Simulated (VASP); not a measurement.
Here is the system:

```
LiH
1.0
    0.00000     1.95838     1.95838
    1.95838     0.00000     1.95838
    1.95838     1.95838     0.00000
Li H
1 1
Direct
  0.00000   0.00000   0.00000
  0.50000   0.50000   0.50000
```

Calculation: HSE06 screened hybrid, VASP's PBE PAW potentials (set 64) (plane waves; VASP). Numerical set-up: 520 eV cut-off, 8×8×8 Γ-centred mesh, Gaussian smearing of 0.050 eV, potentials Li_sv H.

### Question
Give the stress tensor in GPa (positive for a compressed cell).

### Answer

```
1.99  0.00  0.00
0.00  1.99  0.00
0.00  0.00  1.99
```
The pressure is its mean diagonal, 1.99 GPa.

The compound is LiH in the rock salt structure. This cell is one point of a volume scan, at 0.94 of the reference volume. The cell's shape comes from a PBE relaxation.
